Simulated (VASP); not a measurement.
Calculation: PBEsol GGA, VASP's PBE PAW potentials (set 64) (plane waves; VASP).

VASP input:

File POSCAR:
```
GaN
3.1791140
  0.0000000000   0.7071068182   0.7071068182
  0.7071068182   0.0000000000   0.7071068182
  0.7071068182   0.7071068182   0.0000000000
Ga N
1 1
Cartesian
  0.0000000000   0.0000000000   0.0000000000
  1.0606602273   1.0606602273   1.0606602273
```

INCAR:
```
SYSTEM = GaN
PREC = Accurate
ENCUT = 520
EDIFF = 1E-7
NELM = 100
ALGO = Normal
LREAL = .FALSE.
LASPH = .TRUE.
ISMEAR = -5
GGA = PS
LMAXMIX = 4
LWAVE = .FALSE.
LCHARG = .TRUE.
LORBIT = 11
NEDOS = 601
ISIF = 2
```

### KPOINTS
```
Regular mesh
0
G
11 11 11
```

POTCAR, in this order: Ga_d N (PBE.64 set). Program: vasp_std.

The run wrote:

### OSZICAR
```
       N       E                     dE             d eps       ncg     rms          rms(c)
DAV:   1     0.904690983249E+02    0.90469E+02   -0.98171E+03  1536   0.249E+03
DAV:   2    -0.749963244392E+01   -0.97969E+02   -0.93723E+02  1636   0.370E+02
DAV:   3    -0.148081857393E+02   -0.73086E+01   -0.72570E+01  1611   0.908E+01
DAV:   4    -0.149398290889E+02   -0.13164E+00   -0.13153E+00  1736   0.129E+01
DAV:   5    -0.149416585238E+02   -0.18294E-02   -0.18294E-02  1602   0.141E+00    0.723E+00
DAV:   6    -0.131535510369E+02    0.17881E+01   -0.51888E+00  2214   0.485E+01    0.265E+00
DAV:   7    -0.131436623098E+02    0.98887E-02   -0.30618E-01  1456   0.710E+00    0.172E+00
DAV:   8    -0.131266148096E+02    0.17048E-01   -0.63266E-02  1736   0.354E+00    0.712E-01
DAV:   9    -0.131224497094E+02    0.41651E-02   -0.17831E-02  2197   0.321E+00    0.167E-01
DAV:  10    -0.131225815337E+02   -0.13182E-03   -0.15799E-03  1758   0.659E-01    0.747E-02
DAV:  11    -0.131225406949E+02    0.40839E-04   -0.19522E-04  2189   0.279E-01    0.757E-03
DAV:  12    -0.131225428808E+02   -0.21859E-05   -0.16404E-05  1649   0.568E-02    0.354E-03
DAV:  13    -0.131225428005E+02    0.80242E-07   -0.70642E-07  1641   0.824E-03
   1 F= -.13122543E+02 E0= -.13122543E+02  d E =0.000000E+00
```

**OUTCAR**
```
------------------------ aborting loop because EDIFF is reached ----------------------------------------
  FORCE on cell =-STRESS in cart. coord.  units (eV):
  Direction    XX          YY          ZZ          XY          YZ          ZX
  --------------------------------------------------------------------------------------
  Total        0.0046608      0.0046608      0.0046608      0.0000000      0.0000000      0.0000000
  in kB        0.3286726      0.3286726      0.3286726      0.0000000      0.0000000      0.0000000
  external PRESSURE =       0.3286726 kB  Pullay stress =       0.0000000 kB
  volume of cell :       22.72
      direct lattice vectors                 reciprocal lattice vectors
     0.000000000  2.247973185  2.247973185    -0.222422582  0.222422582  0.222422582
     2.247973185  0.000000000  2.247973185     0.222422582 -0.222422582  0.222422582
     2.247973185  2.247973185  0.000000000     0.222422582  0.222422582 -0.222422582
  FREE ENERGIE OF THE ION-ELECTRON SYSTEM (eV)
  ---------------------------------------------------
  free  energy   TOTEN  =       -13.1225428005 eV

  energy  without entropy=      -13.1225428005  energy(sigma->0) =      -13.12254280

 total charge

# of ion       s       p       d       tot
------------------------------------------
    1        0.793   0.913  10.183  11.889
    2        1.218   2.509   0.000   3.726
--------------------------------------------------
tot          2.011   3.421  10.183  15.615
```
(Selected blocks of OUTCAR.)

The structure comes from a computed database's GaN entry (F-43m); how it stands against other phases isn't given here. It was relaxed first.
